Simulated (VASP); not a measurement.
Calculation: PBEsol GGA, VASP's PBE PAW potentials (set 64) (plane waves; VASP 6.6.1).

VASP ran on this input.

### POSCAR
```
V
1
   -1.4758648784     1.4758648784     1.4758648784
    1.4758648784    -1.4758648784     1.4758648784
    1.4758648784     1.4758648784    -1.4758648784
V
1
Direct
  0.0000000000   0.0000000000   0.0000000000
```

File KPOINTS:
```
Automatic mesh
0
Gamma
16 16 16
0 0 0
```

### INCAR
```
SYSTEM = V
PREC = Accurate; ENCUT = 400; LREAL = F
LASPH = T
EDIFF = 1E-8; NELM = 100; ALGO = Normal
LMAXMIX = 4
ISMEAR = 1; SIGMA = 0.1
GGA = PS
IBRION = 1; NSW = 30; ISIF = 2
EDIFFG = -0.001
LWAVE = F; LCHARG = F
```

POTCAR, in this order: V_sv (PBE.64 set). Program: vasp_std.

Output

File OSZICAR:
```
       N       E                     dE             d eps       ncg     rms          rms(c)
DAV:   1     0.705058733490E+02    0.70506E+02   -0.64547E+03  2900   0.120E+03
DAV:   2    -0.989729152924E+01   -0.80403E+02   -0.78573E+02  2970   0.330E+02
DAV:   3    -0.111128564176E+02   -0.12156E+01   -0.11946E+01  3036   0.471E+01
DAV:   4    -0.111203129225E+02   -0.74565E-02   -0.74531E-02  2958   0.380E+00
DAV:   5    -0.111203786974E+02   -0.65775E-04   -0.65776E-04  2990   0.366E-01    0.206E+01
DAV:   6    -0.966496737134E+01    0.14554E+01   -0.56200E+00  2914   0.359E+01    0.226E+00
DAV:   7    -0.964053229231E+01    0.24435E-01   -0.24354E-02  2920   0.188E+00    0.109E+00
DAV:   8    -0.963082634118E+01    0.97060E-02   -0.75206E-03  2916   0.156E+00    0.113E-01
DAV:   9    -0.963084819584E+01   -0.21855E-04   -0.13045E-04  2926   0.179E-01    0.354E-02
DAV:  10    -0.963085468398E+01   -0.64881E-05   -0.10216E-05  2922   0.424E-02    0.213E-03
DAV:  11    -0.963085473244E+01   -0.48460E-07   -0.49941E-08  2828   0.379E-03    0.763E-04
DAV:  12    -0.963085475267E+01   -0.20230E-07   -0.32283E-09  1482   0.670E-04    0.901E-05
DAV:  13    -0.963085474866E+01    0.40075E-08   -0.18443E-10  1456   0.239E-04
   1 F= -.96308547E+01 E0= -.96306347E+01  d E =-.963085E+01
```

OUTCAR:
```
------------------------ aborting loop because EDIFF is reached ----------------------------------------
  FORCE on cell =-STRESS in cart. coord.  units (eV):
  Direction    XX          YY          ZZ          XY          YZ          ZX
  --------------------------------------------------------------------------------------
  Total       -0.0005725     -0.0005725     -0.0005725     -0.0000000      0.0000000      0.0000000
  in kB       -0.0713352     -0.0713352     -0.0713352     -0.0000000      0.0000000      0.0000000
  external PRESSURE =      -0.0713352 kB  Pullay stress =       0.0000000 kB
  volume of cell :       12.86
      direct lattice vectors                 reciprocal lattice vectors
    -1.475864878  1.475864878  1.475864878     0.000000000  0.338784402  0.338784402
     1.475864878 -1.475864878  1.475864878     0.338784402  0.000000000  0.338784402
     1.475864878  1.475864878 -1.475864878     0.338784402  0.338784402  0.000000000
 POSITION                                       TOTAL-FORCE (eV/Angst)
 -----------------------------------------------------------------------------------
      0.00000      0.00000      0.00000         0.000000     -0.000000      0.000000
 -----------------------------------------------------------------------------------
    total drift:                               -0.000000     -0.000000      0.000000
  FREE ENERGIE OF THE ION-ELECTRON SYSTEM (eV)
  ---------------------------------------------------
  free  energy   TOTEN  =        -9.6308547487 eV

  energy  without entropy=       -9.6301945993  energy(sigma->0) =       -9.63063470

 reached required accuracy - stopping structural energy minimisation
```
(Selected blocks of OUTCAR.)

The compound is V in the bcc structure. It was relaxed first, which changed the volume by -8 %. The start is the result of an earlier pass. The run is not spin-polarised, so no magnetic state was tried.
